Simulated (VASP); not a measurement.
Input:

```yaml
crystal:
  lattice:
    - [1.65750, -2.87087, 0.00000]
    - [1.65750, 2.87087, 0.00000]
    - [0.00000, 0.00000, 5.31420]
  atoms:
    - { symbol: Zn, position: [0.66667, 0.33333, 0.50000] }
    - { symbol: Zn, position: [0.33333, 0.66667, 0.00000] }
    - { symbol: O, position: [0.66667, 0.33333, 0.88200] }
    - { symbol: O, position: [0.33333, 0.66667, 0.38200] }
```

Calculation: PBE GGA + U (Dudarev), VASP's PBE PAW potentials (set 64) (plane waves; VASP). Settings: 520 eV cut-off, 7×7×4 Γ-centred mesh, Gaussian smearing of 0.050 eV, potentials Zn O, U − J: Zn 5.00 eV.

Task: Estimate the energy per atom (σ→0), pressure.

Result: 
```yaml
energy per atom (σ→0): -4.405 eV/atom
pressure: -8.38 GPa
```

Total energies compare only between runs with the same potentials, cut-off and functional.

The compound is ZnO in the wurtzite structure. The cell was not relaxed at this level. The run is one of a series of settings (LDAU = .TRUE., LDAUJ = 0 0, LDAUL = 2 -1, LDAUTYPE = 2, LDAUU = 5.0 0, LMAXMIX = 2 against the base run), some of them coarse on purpose.
